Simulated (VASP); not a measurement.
Here is the system:

```yaml
crystal:
  lattice:
    - [0.00000, 1.98918, 1.98918]
    - [1.98918, 0.00000, 1.98918]
    - [1.98918, 1.98918, 0.00000]
  atoms:
    - { symbol: Al, position: [0.00000, 0.00000, 0.00000] }
```

Calculation: r2SCAN+rVV10, VASP's PBE PAW potentials (set 64) (plane waves; VASP 6.6.1). Settings: 520 eV cut-off, 18×18×18 Γ-centred mesh, tetrahedra with Blöchl corrections, potentials Al.

Q: Predict the energy per atom (σ→0), band gap (over mesh and band path) with the smallest direct gap where there is one.

A: 
* **band gap (over mesh and band path)**: none (metal, semimetal or under 0.01 eV)
* **energy per atom (σ→0)**: -643.8 kJ/mol-atom

The compound is Al in the fcc structure. It was relaxed first, which changed the volume by -5 %.
